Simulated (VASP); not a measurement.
Data:

```
TmN
1.0
    0.00000     2.37936     2.37936
    2.37936     0.00000     2.37936
    2.37936     2.37936     0.00000
Tm N
1 1
Direct
  0.00000   0.00000   0.00000
  0.50000   0.50000   0.50000
```

The numbers are results of PBEsol GGA, VASP's PBE PAW potentials (set 64) (plane waves; VASP), not measurements. Numerical set-up: 520 eV cut-off, 11×11×11 Γ-centred mesh, tetrahedra with Blöchl corrections, potentials Tm_3 N.

The 4f electrons are frozen in the core of the lanthanide potential, so 4f levels, which can set the real gap, and their magnetism are missing.

### Question
Estimate the energy per atom (σ→0).

### Answer

The energy per atom (σ→0) comes out as -8.720 eV/atom.

Only differences to runs with the same potentials and settings are physical.

The structure comes from a measured TmN entry (Fm-3m) of the Crystallography Open Database, whose conditions weren't checked. It was relaxed first.
